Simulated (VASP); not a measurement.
VASP input:

POSCAR:
```
Fe
1
   -1.4094382564     1.4094382564     1.4094382564
    1.4094382564    -1.4094382564     1.4094382564
    1.4094382564     1.4094382564    -1.4094382564
Fe
1
Direct
  0.0000000000   0.0000000000   0.0000000000
```

INCAR:
```
AGGAC=0.0
ALGO=Normal
EDIFF=1E-7
ENCUT=520
GGA=BO
ISIF=2
ISMEAR=-5
ISPIN=2
LASPH=T
LCHARG=T
LMAXMIX=4
LORBIT=11
LREAL=F
LUSE_VDW=T
LWAVE=F
MAGMOM=2.1
NEDOS=601
NELM=100
PARAM1=0.1833333333
PARAM2=0.22
PREC=Accurate
SYSTEM=Fe
```

File KPOINTS:
```
Automatic mesh
0
Gamma
20 20 20
0 0 0
```

POTCAR, in this order: Fe (PBE.64 set). Program: vasp_std.

Translate this optB88-vdW calculation to Quantum ESPRESSO's pw.x.

One equivalent input (not run):
```
&CONTROL
  calculation = 'scf'
  pseudo_dir = './pseudo'
  outdir = './out'
  tprnfor = .true.
  tstress = .true.
/
&SYSTEM
  ibrav = 0
  nat = 1
  ntyp = 1
  ecutwfc = 90
  occupations = 'tetrahedra'
  input_dft = 'vdw-df-obk8'
  nspin = 2
  starting_magnetization(1) = 0.21
/
&ELECTRONS
  conv_thr = 7.3e-09
  electron_maxstep = 100
/
ATOMIC_SPECIES
  Fe 55.845 Fe.upf
CELL_PARAMETERS angstrom
    -1.4094383    1.4094383    1.4094383
     1.4094383   -1.4094383    1.4094383
     1.4094383    1.4094383   -1.4094383
ATOMIC_POSITIONS crystal
  Fe   0.0000000  0.0000000  0.0000000
K_POINTS automatic
  20 20 20 0 0 0
```
What does not carry over: the potentials are each code's own (VASP's PAW set, PseudoDojo norm-conserving files in pw.x), so ENCUT and ecutwfc are chosen apart and not converted; conv_thr bounds pw.x's estimated SCF error, while EDIFF bounds the energy change between steps; starting_magnetization is a fraction of the valence charge and MAGMOM a moment in μB, so they match only roughly.

The compound is Fe in the bcc structure. It was relaxed first, which changed the volume by -5 %.
